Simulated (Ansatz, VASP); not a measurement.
# BaNaH6Ir: VASP beside Ansatz, part 2 of 2

Aim: how closely do two programs agree when they are given the same cell, functional and k mesh? The cell is taken from a series of runs on this material, whose earlier steps may have relaxed, scaled, displaced or heated it; both programs get it as it stands.

VASP 6.6.1 and Ansatz 0.2.0.

So far: Set-up; Ansatz: dielectric response, LDA.

## (3) VASP: dielectric response, LDA

Level of this step: LDA; plane waves and PAW (Na_pv, Ba_sv, H, Ir) (VASP).

The same cell, functional (in two slightly different forms) and mesh now go to VASP, with its own data sets.

Lines of VASP's logs that name or quote its potential files are left out, and so is its time.

The input, INCAR:

```
SYSTEM = BaNaH6Ir
PREC = Accurate
ENCUT = 400
EDIFF = 1E-08
NELM = 120
ISMEAR = 0
SIGMA = 0.01
LREAL = .FALSE.
ALGO = Normal
GGA = CA
NBANDS = 25
LASPH = .TRUE.
LORBIT = 11
LWAVE = .FALSE.
LCHARG = .FALSE.
ISIF = 2
LEPSILON = .TRUE.
GGA_COMPAT = .FALSE.
KPAR = 2
```

The input, POSCAR:

```
BaNaH6Ir
1.0
    0.0000000000      3.9225490000      3.9225490000
    3.9225490000      0.0000000000      3.9225490000
    3.9225490000      3.9225490000      0.0000000000
Na Ba H Ir
1 1 6 1
Direct
    0.2500000000      0.2500000000      0.2500000000
    0.7500000000      0.7500000000      0.7500000000
    0.7849730000      0.2150270000      0.2150270000
    0.2150270000      0.7849730000      0.2150270000
    0.7849730000      0.7849730000      0.2150270000
    0.2150270000      0.7849730000      0.7849730000
    0.7849730000      0.2150270000      0.7849730000
    0.2150270000      0.2150270000      0.7849730000
    0.0000000000      0.0000000000      0.0000000000
```

The input, KPOINTS:

```
Automatic mesh
0
Gamma
6 6 6
0 0 0
```

The projector-augmented-wave data sets are Na_pv, Ba_sv, H and Ir (LDA family, release 64).

Started as:

```console
mpirun -np 2 vasp_std
```

Numbers of over 12 decimals in the logs are rounded to 6 here.

Log:

```text
[banner, memory and clock lines left out]
running    2 mpi-ranks, on    1 nodes
 distrk:  each k-point on    1 cores,    2 groups
 distr:  one band on    1 cores,    1 groups

 POSCAR found type information on POSCAR NaBaH Ir
 POSCAR found :  4 types and       9 ions
 LDA part: xc-table for (Slater(with rela. corr.)+CA(PZ))
 , standard interpolation
 POSCAR, INCAR and KPOINTS ok, starting setup
 FFT: planning ... GRIDC
 FFT: planning ... GRID_SOFT
 FFT: planning ... GRID
 WAVECAR not read
 entering main loop
       N       E                     dE             d eps       ncg     rms          rms(c)
DAV:   1     0.211912486572E+03    0.21191E+03   -0.12020E+04   808   0.964E+02
DAV:   2    -0.227268817632E+02   -0.23464E+03   -0.21078E+03   815   0.280E+02
DAV:   3    -0.417041009231E+02   -0.18977E+02   -0.18715E+02  1180   0.885E+01
DAV:   4    -0.424531787601E+02   -0.74908E+00   -0.74695E+00  1223   0.135E+01
DAV:   5    -0.424668823775E+02   -0.13704E-01   -0.13701E-01  1095   0.149E+00    0.181E+01
DAV:   6    -0.405335389431E+02    0.19333E+01   -0.24854E+00  1180   0.105E+01    0.449E+00
DAV:   7    -0.399533774998E+02    0.58016E+00   -0.60322E-01  1043   0.399E+00    0.288E+00
DAV:   8    -0.398328249125E+02    0.12055E+00   -0.32336E-01  1110   0.362E+00    0.134E+00
DAV:   9    -0.398284761382E+02    0.43488E-02   -0.15980E-02  1071   0.795E-01    0.297E-01
DAV:  10    -0.398282539005E+02    0.22224E-03   -0.20220E-03  1064   0.221E-01    0.697E-02
DAV:  11    -0.398282564837E+02   -0.25832E-05   -0.17601E-04  1085   0.945E-02    0.298E-02
DAV:  12    -0.398282625793E+02   -0.60956E-05   -0.16026E-05   957   0.295E-02    0.887E-03
DAV:  13    -0.398282631653E+02   -0.58598E-06   -0.16753E-06  1052   0.991E-03    0.190E-03
DAV:  14    -0.398282632610E+02   -0.95751E-07   -0.25310E-07  1030   0.257E-03    0.775E-04
DAV:  15    -0.398282632620E+02   -0.99772E-09   -0.32883E-08  1029   0.137E-03
   1 F= -.39828263E+02 E0= -.39828263E+02  d E =-.449951E-22
 Linear response reoptimize wavefunctions to high precision
DAV:   1    -0.398282632598E+02    0.22346E-08   -0.67216E-09   884   0.549E-04
DAV:   2    -0.398282632599E+02   -0.55934E-10   -0.56035E-10   609   0.129E-04
 Linear response G [H, r] |phi>, progress :
  Direction:   1
       N       E                     dE             d eps       ncg     rms
RMM:   1    -0.133222403247E+03   -0.13322E+03    0.68508E+01  1814   0.113E+02
RMM:   2    -0.126158937832E+03    0.70635E+01   -0.28864E+01  1573   0.280E+01
RMM:   3    -0.126791798734E+03   -0.63286E+00   -0.60952E+00  1841   0.104E+01
RMM:   4    -0.127021292634E+03   -0.22949E+00   -0.12070E+00  2002   0.423E+00
RMM:   5    -0.127076709377E+03   -0.55417E-01   -0.16959E-01  2031   0.129E+00
RMM:   6    -0.127085273351E+03   -0.85640E-02   -0.30001E-02  2059   0.520E-01
RMM:   7    -0.127086852243E+03   -0.15789E-02   -0.67204E-03  2075   0.227E-01
RMM:   8    -0.127087126753E+03   -0.27451E-03   -0.22393E-04  2051   0.106E-01
RMM:   9    -0.127087179765E+03   -0.53012E-04   -0.47292E-03  2022   0.623E-02
RMM:  10    -0.127087193323E+03   -0.13558E-04   -0.23564E-03  2006   0.425E-02
RMM:  11    -0.127087198972E+03   -0.56484E-05   -0.15871E-03  1994   0.336E-02
RMM:  12    -0.127087201017E+03   -0.20451E-05   -0.23443E-03  1964   0.292E-02
RMM:  13    -0.127087201421E+03   -0.40395E-06   -0.61100E-04  1951   0.269E-02
RMM:  14    -0.127087201759E+03   -0.33853E-06   -0.25014E-03  1935   0.257E-02
RMM:  15    -0.127087201368E+03    0.39161E-06   -0.10360E-03  1949   0.251E-02
RMM:  16    -0.127087202377E+03   -0.10097E-05   -0.23845E-03  1938   0.247E-02
 Linear response G [H, r] |phi>, progress :
  Direction:   2
       N       E                     dE             d eps       ncg     rms
RMM:   1    -0.132131069010E+03   -0.13213E+03    0.71067E+01  1788   0.112E+02
RMM:   2    -0.125437984743E+03    0.66931E+01   -0.28671E+01  1576   0.281E+01
RMM:   3    -0.126062030651E+03   -0.62405E+00   -0.60129E+00  1837   0.104E+01
RMM:   4    -0.126302063211E+03   -0.24003E+00   -0.12884E+00  1991   0.422E+00
RMM:   5    -0.126362524684E+03   -0.60461E-01   -0.17758E-01  2014   0.129E+00
RMM:   6    -0.126370962645E+03   -0.84380E-02   -0.35286E-02  2037   0.530E-01
RMM:   7    -0.126372566508E+03   -0.16039E-02   -0.75718E-03  2057   0.233E-01
RMM:   8    -0.126372913856E+03   -0.34735E-03    0.40026E-04  2046   0.109E-01
RMM:   9    -0.126372982189E+03   -0.68334E-04   -0.11725E-03  2023   0.624E-02
RMM:  10    -0.126372992740E+03   -0.10551E-04   -0.17437E-03  2002   0.421E-02
RMM:  11    -0.126372999209E+03   -0.64689E-05    0.90815E-04  1982   0.332E-02
RMM:  12    -0.126372998283E+03    0.92579E-06   -0.20161E-03  1961   0.283E-02
RMM:  13    -0.126372999291E+03   -0.10078E-05    0.76040E-04  1941   0.261E-02
RMM:  14    -0.126372999133E+03    0.15771E-06   -0.12783E-03  1918   0.248E-02
RMM:  15    -0.126372999237E+03   -0.10333E-06   -0.33676E-04  1913   0.241E-02
[...]
RMM:   7    -0.117945045847E+01   -0.55568E-05   -0.15943E-05  2036   0.145E-02
RMM:   8    -0.117945149260E+01   -0.10341E-05   -0.30716E-05  1926   0.731E-03
RMM:   9    -0.117945170371E+01   -0.21111E-06   -0.81064E-06  1872   0.447E-03
RMM:  10    -0.117945175940E+01   -0.55682E-07   -0.13368E-05  1840   0.311E-03
RMM:  11    -0.117945174509E+01    0.14302E-07    0.12057E-05  1833   0.248E-03
[...]
RMM:   8    -0.116112697304E+01   -0.94921E-06   -0.37220E-05  1854   0.659E-03
RMM:   9    -0.116112721664E+01   -0.24360E-06   -0.68540E-06  1778   0.398E-03
RMM:  10    -0.116112728089E+01   -0.64256E-07   -0.20445E-05  1758   0.273E-03
RMM:  11    -0.116112731828E+01   -0.37382E-07   -0.13946E-05  1727   0.213E-03
RMM:  12    -0.116112733551E+01   -0.17240E-07   -0.15286E-05  1701   0.183E-03
RMM:  13    -0.116112728968E+01    0.45834E-07   -0.21111E-05  1666   0.166E-03
RMM:  14    -0.116112731665E+01   -0.26965E-07   -0.16065E-05  1609   0.158E-03
RMM:  15    -0.116112733171E+01   -0.15068E-07   -0.10713E-05  1566   0.152E-03
RMM:  16    -0.116112732151E+01    0.10202E-07   -0.18244E-05  1520   0.149E-03
RMM:  17    -0.116112733579E+01   -0.14280E-07   -0.14252E-05  1486   0.146E-03
 change of polarisation eV/A/(eV/A) component  3 :    -0.071     0.102     2.322
 dielectric tensor                  component  3 :    -0.106     0.152     4.481
 Linear response to external field, progress :
  Direction:   1
       N       E                     dE             d eps       ncg     rms          rms(c)
RMM:   1    -0.106850368945E+01   -0.10685E+01   -0.24217E+00  4862   0.603E+00
RMM:   2    -0.116049270309E+01   -0.91989E-01   -0.13302E-01  4676   0.147E+00    0.163E+00
RMM:   3    -0.995603777021E+00    0.16489E+00   -0.21332E-01  4384   0.178E+00    0.773E-01
RMM:   4    -0.998135455968E+00   -0.25317E-02   -0.18870E-01  4615   0.149E+00    0.310E-01
RMM:   5    -0.101706383183E+01   -0.18928E-01   -0.17867E-02  4740   0.569E-01    0.938E-02
RMM:   6    -0.101909100994E+01   -0.20272E-02   -0.49261E-03  4910   0.255E-01    0.393E-02
RMM:   7    -0.102003574900E+01   -0.94474E-03   -0.82974E-04  5561   0.969E-02    0.142E-02
RMM:   8    -0.102020844430E+01   -0.17270E-03   -0.16315E-04  5493   0.374E-02    0.628E-03
RMM:   9    -0.102026712775E+01   -0.58683E-04   -0.10694E-04  5470   0.168E-02    0.296E-03
RMM:  10    -0.102025041639E+01    0.16711E-04   -0.72168E-05  5684   0.823E-03    0.102E-03
RMM:  11    -0.102024436529E+01    0.60511E-05   -0.20378E-05  5678   0.439E-03    0.553E-04
RMM:  12    -0.102024488162E+01   -0.51633E-06   -0.16621E-05  5556   0.274E-03    0.326E-04
RMM:  13    -0.102024275585E+01    0.21258E-05   -0.51253E-06  5388   0.207E-03    0.137E-04
RMM:  14    -0.102024315407E+01   -0.39823E-06   -0.83649E-06  5415   0.167E-03    0.499E-05
RMM:  15    -0.102024202096E+01    0.11331E-05   -0.11157E-05  5220   0.149E-03    0.369E-05
RMM:  16    -0.102024298659E+01   -0.96563E-06   -0.23338E-05  4939   0.139E-03    0.158E-05
RMM:  17    -0.102024268146E+01    0.30513E-06   -0.68017E-06  4778   0.133E-03    0.896E-06
 change of polarisation eV/A/(eV/A) component  1 :     1.900     0.021    -0.002
 dielectric tensor                  component  1 :     3.848     0.031    -0.003
 Linear response to external field, progress :
  Direction:   2
       N       E                     dE             d eps       ncg     rms          rms(c)
RMM:   1    -0.106847525840E+01   -0.10685E+01   -0.24214E+00  4863   0.603E+00
RMM:   2    -0.116049455748E+01   -0.92019E-01   -0.13291E-01  4679   0.147E+00    0.163E+00
RMM:   3    -0.995624070841E+00    0.16487E+00   -0.21374E-01  4392   0.178E+00    0.773E-01
RMM:   4    -0.998201949313E+00   -0.25779E-02   -0.18968E-01  4623   0.149E+00    0.311E-01
RMM:   5    -0.101704223432E+01   -0.18840E-01   -0.17923E-02  4728   0.570E-01    0.941E-02
RMM:   6    -0.101909534242E+01   -0.20531E-02   -0.50271E-03  4912   0.256E-01    0.392E-02
RMM:   7    -0.102004086402E+01   -0.94552E-03   -0.87687E-04  5573   0.975E-02    0.143E-02
RMM:   8    -0.102021145572E+01   -0.17059E-03   -0.19487E-04  5513   0.378E-02    0.635E-03
RMM:   9    -0.102027071972E+01   -0.59264E-04   -0.12240E-04  5486   0.169E-02    0.294E-03
RMM:  10    -0.102025238527E+01    0.18334E-04   -0.13249E-04  5697   0.826E-03    0.981E-04
RMM:  11    -0.102024564209E+01    0.67432E-05   -0.15488E-05  5693   0.442E-03    0.524E-04
RMM:  12    -0.102024575595E+01   -0.11386E-06   -0.34977E-05  5604   0.276E-03    0.320E-04
RMM:  13    -0.102024404687E+01    0.17091E-05   -0.21195E-05  5397   0.207E-03    0.131E-04
RMM:  14    -0.102024425340E+01   -0.20653E-06   -0.20472E-05  5407   0.168E-03    0.436E-05
RMM:  15    -0.102024311535E+01    0.11381E-05   -0.10729E-05  5266   0.149E-03    0.351E-05
RMM:  16    -0.102024390756E+01   -0.79221E-06   -0.17854E-05  4932   0.139E-03    0.149E-05
RMM:  17    -0.102024374462E+01    0.16294E-06   -0.17207E-05  4780   0.133E-03    0.923E-06
 change of polarisation eV/A/(eV/A) component  2 :     0.021     1.900     0.029
 dielectric tensor                  component  2 :     0.031     3.848     0.043
 Linear response to external field, progress :
  Direction:   3
       N       E                     dE             d eps       ncg     rms          rms(c)
RMM:   1    -0.106846468456E+01   -0.10685E+01   -0.24213E+00  4864   0.603E+00
RMM:   2    -0.116049231962E+01   -0.92028E-01   -0.13295E-01  4671   0.147E+00    0.163E+00
RMM:   3    -0.995586316958E+00    0.16491E+00   -0.21363E-01  4384   0.178E+00    0.773E-01
RMM:   4    -0.998143643346E+00   -0.25573E-02   -0.18912E-01  4619   0.149E+00    0.311E-01
RMM:   5    -0.101703639299E+01   -0.18893E-01   -0.17912E-02  4734   0.569E-01    0.939E-02
RMM:   6    -0.101908678913E+01   -0.20504E-02   -0.49412E-03  4905   0.256E-01    0.392E-02
RMM:   7    -0.102003223469E+01   -0.94545E-03   -0.83017E-04  5549   0.971E-02    0.142E-02
RMM:   8    -0.102020902350E+01   -0.17679E-03   -0.16880E-04  5490   0.375E-02    0.625E-03
RMM:   9    -0.102026704777E+01   -0.58024E-04   -0.11897E-04  5478   0.168E-02    0.291E-03
RMM:  10    -0.102024955900E+01    0.17489E-04   -0.68122E-05  5670   0.821E-03    0.945E-04
RMM:  11    -0.102024339975E+01    0.61592E-05   -0.11349E-05  5677   0.439E-03    0.439E-04
RMM:  12    -0.102024344339E+01   -0.43638E-07   -0.77765E-06  5677   0.273E-03    0.317E-04
RMM:  13    -0.102024238148E+01    0.10619E-05   -0.20798E-05  5360   0.203E-03    0.122E-04
RMM:  14    -0.102024250261E+01   -0.12113E-06   -0.79854E-06  5353   0.167E-03    0.298E-05
RMM:  15    -0.102024129590E+01    0.12067E-05   -0.15331E-05  5235   0.148E-03    0.293E-05
RMM:  16    -0.102024218142E+01   -0.88552E-06   -0.39384E-06  4930   0.138E-03    0.794E-06
 change of polarisation eV/A/(eV/A) component  3 :     0.015     0.004     1.900
 dielectric tensor                  component  3 :     0.023     0.006     3.848
 Born effective charges drift removed
```

OUTCAR, selected parts (step 3):

```text
ion  position               nearest neighbor table
   1  0.250  0.250  0.250-
   2  0.750  0.750  0.750-   5 2.79   6 2.79   7 2.79   3 2.79   4 2.79   5 2.79   3 2.79   7 2.79
                             8 2.79   4 2.79   6 2.79   8 2.79   9 3.40   9 3.40   9 3.40   9 3.40
   3  0.785  0.215  0.215-   9 1.69   2 2.79   2 2.79
   4  0.215  0.785  0.215-   9 1.69   2 2.79   2 2.79
   5  0.785  0.785  0.215-   9 1.69   2 2.79   2 2.79
   6  0.215  0.785  0.785-   9 1.69   2 2.79   2 2.79
   7  0.785  0.215  0.785-   9 1.69   2 2.79   2 2.79
   8  0.215  0.215  0.785-   9 1.69   2 2.79   2 2.79
   9  0.000  0.000  0.000-   3 1.69   4 1.69   5 1.69   6 1.69   7 1.69   8 1.69   2 3.40   2 3.40
                             2 3.40   2 3.40

  LATTYP: Found a face centered cubic cell.
 ALAT       =     7.8450980000

 Subroutine GETGRP returns: Found 24 space group operations
 (whereof 24 operations were pure point group operations)

The static configuration has the point symmetry T_d .

 Found     16 irreducible k-points:

   k-points           NKPTS =     16   k-points in BZ     NKDIM =     16   number of bands    NBANDS=     25

   dimension x,y,z NGX =    36 NGY =   36 NGZ =   36
   dimension x,y,z NGXF=    72 NGYF=   72 NGZF=   72

   ENCUT  =  400.0 eV  29.40 Ry    5.42 a.u.   9.05  9.05  9.05*2*pi/ulx,y,z

   NELECT =      32.0000    total number of electrons

 k-points in reciprocal lattice and weights: Automatic mesh
   0.00000000  0.00000000  0.00000000       0.005
   0.16666667  0.00000000  0.00000000       0.037
   0.33333333  0.00000000  0.00000000       0.037
   0.50000000  0.00000000  0.00000000       0.019
   0.16666667  0.16666667  0.00000000       0.028
   0.33333333  0.16666667  0.00000000       0.111
   0.50000000  0.16666667  0.00000000       0.111
  -0.33333333  0.16666667  0.00000000       0.111
  -0.16666667  0.16666667  0.00000000       0.056
[...]
-0.33333333  0.33333333  0.16666667       0.111
  -0.33333333  0.50000000  0.16666667       0.056

 average (electrostatic) potential at core
       1 -47.1834       2 -37.2175       3 -34.4037       4 -34.4037       5 -34.4037
       6 -34.4037       7 -34.4037       8 -34.4037       9 -56.7410

  Total       -2.5384150     -2.5384150     -2.5384150      0.0000000     -0.0000000      0.0000000
  in kB      -33.6928755    -33.6928755    -33.6928755      0.0000000     -0.0000000      0.0000000
  external PRESSURE =     -33.6928755 kB  Pullay stress =       0.0000000 kB

  energy-cutoff  :      400.00
  volume of cell :      120.71
      direct lattice vectors                 reciprocal lattice vectors
     0.000000000  3.922549000  3.922549000    -0.127468134  0.127468134  0.127468134
     3.922549000  0.000000000  3.922549000     0.127468134 -0.127468134  0.127468134
     3.922549000  3.922549000  0.000000000     0.127468134  0.127468134 -0.127468134

 POSITION                                       TOTAL-FORCE (eV/Angst)
 -----------------------------------------------------------------------------------
      1.96127      1.96127      1.96127         0.000000     -0.000000     -0.000000
      5.88382      5.88382      5.88382         0.000000     -0.000000     -0.000000
      1.68691      3.92255      3.92255        -0.099247     -0.000000     -0.000000
      3.92255      1.68691      3.92255         0.000000     -0.099247     -0.000000
      3.92255      3.92255      6.15819         0.000000     -0.000000      0.099247
      6.15819      3.92255      3.92255         0.099247     -0.000000     -0.000000
      3.92255      6.15819      3.92255         0.000000      0.099247     -0.000000
      3.92255      3.92255      1.68691         0.000000     -0.000000     -0.099247
      0.00000      0.00000      0.00000         0.000000     -0.000000     -0.000000
 -----------------------------------------------------------------------------------
    total drift:                               -0.000000     -0.000000     -0.000000

 MACROSCOPIC STATIC DIELECTRIC TENSOR (including local field effects in DFT)
 ------------------------------------------------------
           3.847684    -0.000000    -0.000000
          -0.000000     3.847684    -0.000000
          -0.000000     0.000000     3.847684
 ------------------------------------------------------

 PIEZOELECTRIC TENSOR (including local field effects)  for field in x, y, z        (C/m^2)
          XX          YY          ZZ          XY          YZ          ZX
  --------------------------------------------------------------------------------
  x    -0.00000    -0.00000    -0.00000     0.00000    -0.14591     0.00000
  y     0.00000    -0.00000    -0.00000     0.00000     0.00000    -0.14591
  z    -0.00000    -0.00000    -0.00000    -0.14591     0.00000     0.00000

 BORN EFFECTIVE CHARGES (including local field effects) (in |e|, cummulative output)
 ---------------------------------------------------------------------------------
 ion    1
    1     1.09624     0.00000    -0.00000
    2    -0.00000     1.09624     0.00000
    3     0.00000    -0.00000     1.09624
 ion    2
    1     2.27370    -0.00000     0.00000
    2     0.00000     2.27370     0.00000
    3     0.00000     0.00000     2.27370
 ion    3
    1    -0.94984     0.00000    -0.00000
    2     0.00000     0.09923     0.10989
    3     0.00000     0.10989     0.09923
 ion    4
    1     0.09923    -0.00000     0.10989
    2     0.00000    -0.94984    -0.00000
    3     0.10989     0.00000     0.09923
 ion    5
    1     0.09923    -0.10989    -0.00000
    2    -0.10989     0.09923    -0.00000
    3    -0.00000    -0.00000    -0.94984
 ion    6
    1    -0.94984     0.00000    -0.00000
    2     0.00000     0.09923    -0.10989
    3     0.00000    -0.10989     0.09923
 ion    7
    1     0.09923     0.00000    -0.10989
    2    -0.00000    -0.94984     0.00000
    3    -0.10989    -0.00000     0.09923
 ion    8
    1     0.09923     0.10989     0.00000
    2     0.10989     0.09923     0.00000
    3     0.00000     0.00000    -0.94984
 ion    9
    1    -1.86716    -0.00000    -0.00000
    2     0.00000    -1.86716    -0.00000
    3     0.00000    -0.00000    -1.86716
```

Harder data sets than Ba_sv exist (the GW ones), and pressures, volumes and forces can shift noticeably with them.

## (4) Differences

Known differences besides the potentials themselves: the two LDA forms differ slightly; fixed occupations in Ansatz, narrow Gaussian smearing in VASP; the data sets hold 42 valence electrons in Ansatz (on its default PAW (the set named soft_2) files) and 32 in VASP; the cutoff is 420 eV in Ansatz and 400 eV in VASP; VASP's log shows a relativistic correction to its local exchange, Ansatz's none. Total energies have different zeros and are not compared.

Compared:

| quantity | Ansatz | VASP | difference |
| --- | --- | --- | --- |
| ε∞ xx | 3.84 | 3.85 | -0.31 % |
| ε∞ yy | 3.84 | 3.85 | -0.31 % |
| ε∞ zz | 3.84 | 3.85 | -0.31 % |

## (5) What came out

| Quantity | Value |
| --- | --- |
| difference in ε∞ xx (dielectric response, LDA) | -0.31 % |

In words: The difference in ε∞ xx is -0.31 % (dielectric response, LDA), within the 5 % picked in this series as the mark of a large difference. The data sets hold unlike numbers of valence electrons (42 in Ansatz and 32 in VASP), so part of the differences comes from the potentials. How closely two codes agree says nothing of how well the functional describes the real material.

[Lines on the potential files, build, host, timing and source positions are cut from VASP's logs without a mark.]

[Logs are printed without paths, hosts, clocks, repeated set-up lines and the standing remarks that a program may print on its own settings, such as how far it seeks lower states.]

[Hosts, paths, dates, database ids (printed as entryN), source tags and the programs' standing remarks are cut or masked in the printed files.]
